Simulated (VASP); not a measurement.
A convergence study with VASP on Pt (space group Fm-3m): a few settings are varied, all else stays as given below, so the limit is that of these other settings.

```yaml
crystal:
  lattice:
    - [0.00000, 1.95412, 1.95412]
    - [1.95412, 0.00000, 1.95412]
    - [1.95412, 1.95412, 0.00000]
  atoms:
    - { symbol: Pt, position: [0.00000, 0.00000, 0.00000] }
```

All values below come from PBEsol GGA, VASP's PBE PAW potentials (set 64) (plane waves; VASP). The last row used: 300 eV cut-off, 14×14×14 Γ-centred mesh, Gaussian smearing of 0.10 eV, potentials Pt.

Unless said otherwise, spin-orbit coupling is left out, though it shifts the bands of the heavy elements here.

```tsv
setting	E (eV/atom)	pressure (GPa)	irreducible k-points
NBANDS = 5	[?]	[?]	104
NBANDS = 6	-6.9777	0.96	104
NBANDS = 7	-6.9777	0.96	104
NBANDS = 8	-6.9777	0.96	104
NBANDS = 9	-6.9777	0.96	104
NBANDS = 11	-6.9777	0.96	104
NBANDS = 15	-6.9777	0.96	104
NBANDS = 21	-6.9777	0.96	104
NBANDS = 37	-6.9777	0.96	104
```

What belongs in the gaps?

- NBANDS = 5, E (eV/atom): -6.4873
- NBANDS = 5, pressure (GPa): 10.13

VASP warned of too few bands at NBANDS = 5; NBANDS = 6.

Left out are rungs that failed or repeat a setting and relaxations that didn't move; long series are thinned to 24 rows.

The structure is a typed Pt crystal (space group no. 225). The cell was not relaxed at this level. VASP warned that the highest band is occupied, so more bands are needed.
